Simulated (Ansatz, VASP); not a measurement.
# SbAs in two plane-wave programs

Wanted: the spread between two codes on one cell, functional and k mesh. The cell is taken from a series of VASP runs on this material, whose earlier steps may have relaxed, scaled or displaced it; both programs get it as it stands. Valence electrons are named where the data sets of a main pair hold unlike numbers.

Calculated with Ansatz 0.2.0; plane waves, with VASP 6.6.1 beside it; relaxation of cell and atoms at PBEsol.

## (1) The starting structure

It takes space group R3m (No. 160, trigonal). The conventional cell has a = 4.069 Å, b = 4.069 Å, c = 10.474 Å, α = 90.00°, β = 90.00°, γ = 120.00°. Nearest to Sb lie 6 As at 2.74 to 3.14 Å. As has 6 Sb at 2.74 to 3.14 Å nearest. Farther neighbours are not listed.

## (2) Ansatz: relaxation of cell and atoms, PBEsol

Ansatz runs on its default PAW (the set named soft_2) files.

The relaxed volume is the usual yardstick between codes: in a stiff, nearly cubic crystal its relative difference is about their pressure difference at one cell divided by the bulk modulus.

File input.yaml:

```yaml
crystal:
  lattice:
    - [2.0343856291, 1.1745530906, 3.4912334031]
    - [-2.0343856291, 1.1745530906, 3.4912334031]
    - [0.0, -2.3491061811, 3.4912334031]
  atoms:
    - { symbol: Sb, position: [0.2338883674, 0.2338883674, 0.2338883674] }
    - { symbol: As, position: [0.7661096326, 0.7661096326, 0.7661096326] }
hamiltonian:
  xc: pbesol
  pseudopotentials: { kind: paw }
kpoints:
  mp_grid: { grid: [7, 7, 7] }
scf:
  occupations: { method: gaussian, width: 0.05 }
relax:
  f_tol: 0.01
  max_steps: 60
  cell: { stress_tol: 0.05 }
output:
  forces: true
  stress: true
  write_density: true
  write_potential: true
  elf: true
  volumetric_format: npy
```

Run with:

```sh
> ansatz run input.yaml --threads 4 --pin off --max-ram 9216MiB --backend cpu --events-out ev --progress --plain --runs-dir out
```

Numbers of over 12 decimals in the logs are rounded to 6 here.

Output:

```text
Engine: ansatz 0.2.0, aarch64-unknown-linux-gnu
Pseudopotentials: kind: paw
Pseudopotential: Sb, paw, valence charge 15, recommended cutoff 420 eV (normal), Sb.paw.azcp
Pseudopotential: As, paw, valence charge 15, recommended cutoff 420 eV (normal), As.paw.azcp
Functional definition: PBEsol
  exchange = pbesol_x
  correlation = pbesol_c
Crystal: 2 atoms, lattice volume = 50.054 Å³
Basis set: ecut = 420 eV, 965 PW (Γ), exchange–correlation on 60×60×60 points (8 copies of the dense FFT grid, shifted against one another)
Bands: 19, of which v1, the nominal top of the filled ones, is band 15 counted from 1 (14 counted from 0)
Symmetry: 6 space group operations
Space group: R3m (ITA 160), of the structure as read, at distance tolerance 3.7e-5 Å
k-points: 44 of 343 (time reversal used)
Non-local potential: Sb, projectors of the file, l = 0: 2, l = 1: 2, l = 2: 2, l = 3: 2
Non-local potential: As, projectors of the file, l = 0: 2, l = 1: 2, l = 2: 3, l = 3: 1
PAW form: soft (Blöchl's): semilocal exchange-correlation on the pseudo side does not see the compensation charge
PAW frozen core: Sb, regenerated for the run's functional, and the local potential with it (the file was generated under x = pbe(κ = 0.804, μ = 0.219515), c = pbe(β = 0.066725))
PAW frozen core: As, regenerated for the run's functional, and the local potential with it (the file was generated under x = pbe(κ = 0.804, μ = 0.219515), c = pbe(β = 0.066725))
PAW one-centre angular grid: Sb, 590 points (default); XC on 64 Gauss nodes
PAW one-centre angular grid: As, 590 points (default); XC on 64 Gauss nodes
Initial density: superposition of atomic densities (neutral atoms: chi_scale 0, normalization atom), corrected by the library's trained network
Initial wavefunctions: pseudopotential atomic-orbital guess
Functional: x = pbesol(κ = 0.804, μ = 0.123457), c = pbesol(β = 0.046)
SCF iter   1: F=—  HF=-11221.158557 eV  |F-HF|=—  |Δ(HF+E_count)|=         —  Δρ=3.26e-3  dr2=8.92e-3  ethr=1.77e-3  ⟨swp⟩=5.9  Hψ=4159  notcnv=0
preconditioner: auto → none  [insulator: Δε(μ)=0.371 eV  Ē_g=9.432 eV  σ=0.050 eV  W_gap=1.00  n_scr=14 (ndim 8)  ℏωp=16.6 eV  f_vac=0.002  D(μ)=0.00/eV (n_scr^D=0)  ε∞_Penn≈4.1]
SCF iter   2: F=—  HF=-11221.155235 eV  |F-HF|=—  |Δ(HF+E_count)|=   3.32e-3  Δρ=1.67e-3  dr2=2.08e-3  ethr=2.97e-5  ⟨swp⟩=1.9  Hψ=1352  notcnv=0
SCF iter   3: F=—  HF=-11221.154818 eV  |F-HF|=—  |Δ(HF+E_count)|=   4.17e-4  Δρ=4.98e-4  dr2=1.88e-4  ethr=6.92e-6  ⟨swp⟩=3.0  Hψ=1277  notcnv=0
SCF iter   4: F=—  HF=-11221.154758 eV  |F-HF|=—  |Δ(HF+E_count)|=   6.03e-5  Δρ=1.47e-4  dr2=9.63e-6  ethr=6.27e-7  ⟨swp⟩=2.0  Hψ=1276  notcnv=0
SCF iter   5: F=—  HF=-11221.154759 eV  |F-HF|=—  |Δ(HF+E_count)|=   1.35e-6  Δρ=4.16e-5  dr2=6.58e-7  ethr=3.21e-8  ⟨swp⟩=2.0  Hψ=1276  notcnv=0
SCF iter   6: F=-11221.154759 eV  HF=-11221.154759 eV  |F-HF|=1.00e-7  |Δ(HF+E_count)|=   1.33e-7  Δρ=1.56e-5  dr2=3.94e-8  ethr=3.33e-10  ⟨swp⟩=9.0  Hψ=5228  notcnv=0
SCF 1 converged in 6 iterations: F = -11221.154759 eV  dr2 = 3.94e-8
  Residual-converged pass: ⟨swp⟩=1.0  Hψ=1012  notcnv=0  max |occ|·‖R‖ = 7.0e-9 eV (tolerance 1.0e-8 eV)  dr2=3.94e-8  dr2_onsite=3.72e-9  max |Δocc| = 2.2e-16
  greatest PAW one-centre occupation: 0.999 electrons in one spin orbital (limit 2), on the As atom at site 1 (counted from 0), in its partial waves of l = 2
relax step   1: F+E_penalty+E_count = -11221.15475882 eV  Δ(F+E_penalty+E_count) = +0.000e0 eV  max|allowed force component| = 4.453e-2 eV/Å  Δτ_max = 0.0000 Å  P = -0.210 GPa  Ω = 50.054 Å³  (6 SCF iters, dr2 threshold 1.00e-7 eV, accepted)
[...]
relax step   2: F+E_penalty+E_count = -11221.15482823 eV  Δ(F+E_penalty+E_count) = -6.940e-5 eV  max|allowed force component| = 4.120e-2 eV/Å  Δτ_max = 0.0070 Å  P = +0.224 GPa  Ω = 49.902 Å³  energy of the carried Pulay correction = +3.145e-5 eV  (6 SCF iters, dr2 threshold 1.35e-7 eV, accepted)
[...]
relax step   3: F+E_penalty+E_count = -11221.15501203 eV  Δ(F+E_penalty+E_count) = -1.838e-4 eV  max|allowed force component| = 1.538e-3 eV/Å  Δτ_max = 0.0030 Å  P = +0.014 GPa  Ω = 49.992 Å³  energy of the carried Pulay correction = +1.284e-5 eV  (6 SCF iters, dr2 threshold 2.00e-7 eV, accepted)
[...]
relax step   4: F+E_penalty+E_count = -11221.15499730 eV  Δ(F+E_penalty+E_count) = +1.473e-5 eV  max|allowed force component| = 1.537e-3 eV/Å  Δτ_max = 0.0000 Å  P = +0.014 GPa  Ω = 49.992 Å³  stress off target by 2.29e-2 GPa  SCF on the basis re-selected at this cell (its energy is not comparable with the rows above)  (8 SCF iters)
basis re-selected at this cell: Δ(F+E_penalty+E_count) = +1.473e-5 eV, ΔP = +0.000 GPa vs the last step (what re-selecting the basis moved, of the pressure what is left beyond the Pulay correction that the steps carried, after the strain that the cell walked since its last selection, with what the two solves' SCF thresholds leave and, on support functions, any second-order correction that the steps lacked; it is no m [...]
SCF converged after 8 iterations
Free energy (F): -11221.154997 eV
Harris-Foulkes:  -11221.154997 eV  (|F-HF|=1.82e-12)
Internal energy: -11221.154997 eV  (E = F + TS)
E sigma→0 (E₀):  -11221.154997 eV
Fermi energy:    10.590771 eV
--- Per-component energies (eV) ---
  E_band       = -392.719148
  E_kinetic    = 310.237901
  E_local      = -3225.721743  (includes V_loc(G=0)·N_el)
  E_nonlocal   = -304.521903
  E_hartree    = 1632.496744
  E_xc         = -216.492719
  E_vxc        = -176.216865  (∫ρ·V_xc dr)
  E_paw        = -6291.766508  (= ΣΔE_a)
  E_vpaw       = -261.490031  (= ΣTr[D̂ρ^β])
  E_aug_tail   = 0.000006  (compensation charges beyond the density's cutoff)
  E_ewald      = -3126.685060
  E_core_change = 1.298286  (= ΣΔE_core)
  E_smearing   = -0.000000  (= −TS)
  E_closure    = 0.000000  (closes the sum)
  Σ components = -11221.154997   (vs F -11221.154997, Δ=0.00e0)
--- Forces (eV/Å), atoms counted from 1 ---
  atom   1  Sb    -0.00000000    -0.00000000    -0.00153728
  atom   2  As     0.00000000     0.00000000     0.00153729
  max |Σ_I F_I| component: 2.98e-9 eV/Å
--- Stress (GPa, compression-positive) ---
        0.009569      -0.000000       0.000000
       -0.000000       0.009569       0.000000
        0.000000       0.000000       0.022885
  P = ⅓ Tr σ = 0.0140 GPa (0.140 kbar)
--- Band table (eV; the first three rows and the last of 44) ---
  k-point 0: bands = [... 11 lower, 5.5033, 8.5641, 8.6971, 8.6971, 13.0985, 13.8148, 13.8148, 16.3225]
  k-point 1: bands = [... 11 lower, 4.5175, 8.5734, 8.6467, 9.1109, 12.8439, 13.1856, 13.2191, 15.7133]
  k-point 2: bands = [... 11 lower, 2.6681, 8.5771, 8.6011, 9.6188, 11.8344, 12.0380, 12.1105, 16.4405]
  k-point 43: bands = [... 11 lower, 1.1774, 7.0448, 8.5158, 9.5946, 11.7482, 11.8770, 13.9292, 17.6343]
--- Relaxed structure (3 steps of the walk, 3 accepted, 1 SCFs on fresh bases) ---
  F+E_penalty+E_count = -11221.15499730 eV   max|allowed force component| = 1.537e-3 eV/Å   (the final SCF, on the basis selected at the relaxed cell)
  cell:  # Å, volume = 49.9915 Å³
    - [2.032209, 1.173296, 3.494371]
    - [-2.032209, 1.173296, 3.494371]
    - [0.0, -2.346593, 3.494371]
  atoms:
    - { symbol: Sb, position: [0.233507, 0.233507, 0.233507] }
    - { symbol: As, position: [0.766491, 0.766491, 0.766491] }
```

Wall time 3.7 s (4 threads of Arm Neoverse V2, shared host); peak memory 0.4 GiB; 13 s of CPU time.

## (3) VASP: relaxation of cell and atoms, PBEsol

The same cell, functional, mesh and smearing now go to VASP, with its own data sets.

Lines of VASP's logs that name or quote its potential files are left out, and so is its time.

File INCAR:

```
SYSTEM = SbAs
PREC = Accurate
ENCUT = 400
EDIFF = 1E-06
NELM = 100
ISMEAR = 0
SIGMA = 0.05
LREAL = .FALSE.
ALGO = Normal
GGA = PS
NBANDS = 11
LORBIT = 11
LWAVE = .FALSE.
LCHARG = .FALSE.
KPAR = 2
IBRION = 2
NSW = 60
ISIF = 3
EDIFFG = -0.01
```

File POSCAR:

```
SbAs
1.0
    2.0343856291      1.1745530906      3.4912334031
   -2.0343856291      1.1745530906      3.4912334031
    0.0000000000     -2.3491061811      3.4912334031
Sb As
1 1
Direct
    0.2338883674      0.2338883674      0.2338883674
    0.7661096326      0.7661096326      0.7661096326
```

File KPOINTS:

```
Automatic mesh
0
Gamma
7 7 7
0 0 0
```

Potentials, in the order of the species: Sb and As (PBE family, release 64).

Run with:

```sh
> mpirun -np 2 vasp_std
```

Output:

```text
[banner, memory and clock lines left out]
running    2 mpi-ranks, on    1 nodes
 distrk:  each k-point on    1 cores,    2 groups
 distr:  one band on    1 cores,    1 groups

 POSCAR found type information on POSCAR SbAs
 POSCAR found :  2 types and       2 ions
|                                                                             |
|               ----> ADVICE to this user running VASP <----                  |
|                                                                             |
|     You enforced a specific xc type in the INCAR file but a different       |
|     [... a line on the potential file left out ...]
|     I HOPE YOU KNOW WHAT YOU ARE DOING!                                     |
|                                                                             |

 LDA part: xc-table for (Slater+PW92), standard interpolation
 POSCAR, INCAR and KPOINTS ok, starting setup
 FFT: planning ... GRIDC
 FFT: planning ... GRID_SOFT
 FFT: planning ... GRID
 WAVECAR not read
 entering main loop
       N       E                     dE             d eps       ncg     rms          rms(c)
DAV:   1     0.287569215684E+02    0.28757E+02   -0.33363E+03   968   0.593E+02
DAV:   2    -0.811756852353E+01   -0.36874E+02   -0.35864E+02  1369   0.108E+02
DAV:   3    -0.977575869712E+01   -0.16582E+01   -0.16530E+01  1169   0.255E+01
DAV:   4    -0.978784645430E+01   -0.12088E-01   -0.12086E-01  1110   0.257E+00
DAV:   5    -0.978795395934E+01   -0.10751E-03   -0.10751E-03  1108   0.261E-01    0.312E+00
DAV:   6    -0.972475421437E+01    0.63200E-01   -0.21367E-01  1022   0.161E+00    0.189E+00
DAV:   7    -0.971928224796E+01    0.54720E-02   -0.29113E-02  1121   0.836E-01    0.656E-01
DAV:   8    -0.971795681319E+01    0.13254E-02   -0.34209E-03  1013   0.282E-01    0.817E-02
DAV:   9    -0.971793849932E+01    0.18314E-04   -0.50244E-04  1058   0.121E-01    0.453E-02
DAV:  10    -0.971793908453E+01   -0.58521E-06   -0.24363E-05  1127   0.319E-02    0.214E-02
DAV:  11    -0.971793811880E+01    0.96574E-06   -0.14646E-05  1043   0.155E-02    0.367E-03
DAV:  12    -0.971793797058E+01    0.14821E-06   -0.10684E-06   538   0.639E-03
   1 F= -.97179380E+01 E0= -.97179380E+01  d E =-.971794E+01
 curvature:   0.00 expect dE= 0.000E+00 dE for cont linesearch  0.000E+00
 trial: gam= 0.00000 g(F)=  0.137E-05 g(S)=  0.158E-05 ort = 0.000E+00 (trialstep = 0.100E+01)
 search vector abs. value=  0.295E-05
 reached required accuracy - stopping structural energy minimisation
```

From OUTCAR (step 3):

```text
ion  position               nearest neighbor table
   1  0.234  0.234  0.234-   2 2.74   2 2.74   2 2.74   2 3.14   2 3.14   2 3.14
   2  0.766  0.766  0.766-   1 2.74   1 2.74   1 2.74   1 3.14   1 3.14   1 3.14

  LATTYP: Found a trigonal (rhomboedric) cell.
 ALAT       =     4.2079698817
 COS(alpha) =     0.5325326224

 Subroutine GETGRP returns: Found  6 space group operations
 (whereof  6 operations were pure point group operations)

The static configuration has the point symmetry C_3v.

 Found     44 irreducible k-points:

   k-points           NKPTS =     44   k-points in BZ     NKDIM =     44   number of bands    NBANDS=     11

   dimension x,y,z NGX =    28 NGY =   28 NGZ =   28
   dimension x,y,z NGXF=    56 NGYF=   56 NGZF=   56

   ENCUT  =  400.0 eV  29.40 Ry    5.42 a.u.   6.86  6.86  6.86*2*pi/ulx,y,z

   NELECT =      10.0000    total number of electrons

 k-points in reciprocal lattice and weights: Automatic mesh
   0.00000000  0.00000000  0.00000000       0.003
   0.14285714  0.00000000  0.00000000       0.017
   0.28571429  0.00000000  0.00000000       0.017
   0.42857143  0.00000000  0.00000000       0.017
   0.14285714  0.14285714  0.00000000       0.017
   0.28571429  0.14285714  0.00000000       0.035
   0.42857143  0.14285714  0.00000000       0.035
  -0.42857143  0.14285714 -0.00000000       0.035
  -0.28571429  0.14285714 -0.00000000       0.035
[...]
0.42857143  0.42857143  0.42857143       0.006
  -0.42857143  0.42857143  0.42857143       0.017

 average (electrostatic) potential at core
       1 -86.2800       2 -48.1734

 E-fermi :   6.6027

 k-point     1 :       0.0000    0.0000    0.0000
  band No.  band energies     occupation
      1      -7.2122      2.00000
      2       1.5391      2.00000
      3       4.5867      2.00000
      4       4.7147      2.00000
      5       4.7147      2.00000
      6       9.1330      0.00000
      7       9.8358      0.00000
      8       9.8358      0.00000
      9      12.2650      0.00000
     10      12.2650      0.00000
    ...

 k-point     2 :       0.1429    0.0000    0.0000
  band No.  band energies     occupation
      1      -6.9693      2.00000
      2       0.5465      2.00000
      3       4.5977      2.00000
      4       4.6674      2.00000
      5       5.1387      2.00000
      6       8.8633      0.00000
      7       9.2051      0.00000
      8       9.2299      0.00000
      9      11.6918      0.00000
     10      12.3188      0.00000
    ...

 k-point     3 :       0.2857    0.0000    0.0000
  band No.  band energies     occupation
      1      -6.2578      2.00000
      2      -1.3078      2.00000
      3       4.6053      2.00000
      4       4.6338      2.00000
      5       5.6476      2.00000
      6       7.8534      0.00000
      7       8.0470      0.00000
      8       8.1098      0.00000
      9      12.4259      0.00000
     10      13.2708      0.00000
    ...

  Total       -0.0022297     -0.0022297     -0.0074587      0.0000000     -0.0000000      0.0000000
  in kB       -0.0713715     -0.0713715     -0.2387476      0.0000000     -0.0000000      0.0000000
  external PRESSURE =      -0.1271636 kB  Pullay stress =       0.0000000 kB

  energy-cutoff  :      400.00
  volume of cell :       50.05
      direct lattice vectors                 reciprocal lattice vectors
     2.034385629  1.174553091  3.491233403     0.245774446  0.141897942  0.095477241
    -2.034385629  1.174553091  3.491233403    -0.245774446  0.141897942  0.095477241
     0.000000000 -2.349106181  3.491233403     0.000000000 -0.283795885  0.095477241

 POSITION                                       TOTAL-FORCE (eV/Angst)
 -----------------------------------------------------------------------------------
      0.00000      0.00000      2.44968         0.000000      0.000000      0.003765
      0.00000      0.00000      8.02400         0.000000     -0.000000     -0.003765
 -----------------------------------------------------------------------------------
    total drift:                               -0.000000     -0.000000      0.000060

  FREE ENERGIE OF THE ION-ELECTRON SYSTEM (eV)
  ---------------------------------------------------
  free  energy   TOTEN  =        -9.7179379706 eV

  energy  without entropy=       -9.7179379703  energy(sigma->0) =       -9.71793797

 reached required accuracy - stopping structural energy minimisation

 total charge
# of ion       s       p       d       tot
------------------------------------------
    1        1.229   1.096   0.046   2.371
    2        1.297   1.378   0.038   2.712
--------------------------------------------------
tot          2.526   2.474   0.084   5.084

[... 3 further parts left out ...]
```

The gap is read on the k-mesh alone, so it is an upper bound where the band edges lie off the mesh. The PAW data sets were made with PBE, which is usual practice but a small mismatch for other functionals. The run keeps the 6 symmetry operations of its start, so it cannot find a distortion of lower symmetry.

## (4) Side by side

Known differences besides the potentials themselves: both relaxations stop at a tolerance, which leaves soft axes loose, and VASP keeps its plane-wave basis; the data sets hold 30 valence electrons in Ansatz (on its default PAW (the set named soft_2) files) and 10 in VASP; the cutoff is 420 eV in Ansatz and 400 eV in VASP; Ansatz makes its cores anew for this functional, VASP keeps those of its PBE data sets; VASP leaves aspherical gradient terms in its spheres out (LASPH is not set), Ansatz keeps them; Ansatz adds a Pulay correction to the stress that steers its cell, VASP none. Total energies have different zeros and are not compared.

The two programs side by side:

```
                                         quantity  Ansatz   VASP  difference
                                      volume (Å³)   49.99  50.05     -0.12 %
edge a after relaxation, in the typed setting (Å)   4.209  4.208     +0.03 %
```

The walks stopped with 0.01 GPa left in Ansatz and -0.01 GPa in VASP; each walk ends within a tolerance, so the volume difference is uncertain by about these residues over the bulk modulus, most in soft cells.

## (5) Results

```
difference in volume (relaxation of cell and atoms, PBEsol) : -0.12 %
```

What this shows: The difference in volume is -0.12 % (relaxation of cell and atoms, PBEsol), within the 1.2 % picked in this series as the mark of a large difference, as far as the stopping tolerances let one tell. The data sets hold unlike numbers of valence electrons (30 in Ansatz and 10 in VASP), so part of the differences comes from the potentials. Such differences can come from data sets, numerical settings and the points named under the comparisons, not from the functional's error against experiment.

[Lines on the potential files, build, host, timing and source positions are cut from VASP's logs without a mark.]

[Logs are printed without paths, hosts, clocks, repeated set-up lines and the standing remarks that a program may print on its own settings, such as how far it seeks lower states.]

[Hosts, paths, dates, database ids (printed as entryN), source tags and the programs' standing remarks are cut or masked in the printed files.]
